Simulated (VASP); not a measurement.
Consider the following.

```xyz
2
Lattice="0.0000 2.3452 2.3452 2.3452 0.0000 2.3452 2.3452 2.3452 0.0000" Properties=species:S:1:pos:R:3 pbc="T T T"
Na     0.0000     0.0000     0.0000
F      2.3452     2.3452     2.3452
```

These are vdW-DF-cx, VASP's PBE PAW potentials (set 64) (plane waves; VASP) values and carry that method's errors. Run with 520 eV cut-off, 10×10×10 Γ-centred mesh, Gaussian smearing of 0.050 eV, potentials Na_pv F.

Question: Give the energy at these volumes per atom, relative to the lowest: 12.02, 12.40, 12.79, 13.17, 13.55 Å³.

Answer: 9.2, 2.7, 0.0, 0.6, 4.0 meV/atom. A third-order Birch-Murnaghan fit gives B0 = 43.6 GPa and B0′ = 4.6.

The compound is NaF in the rock salt structure. It was relaxed first.
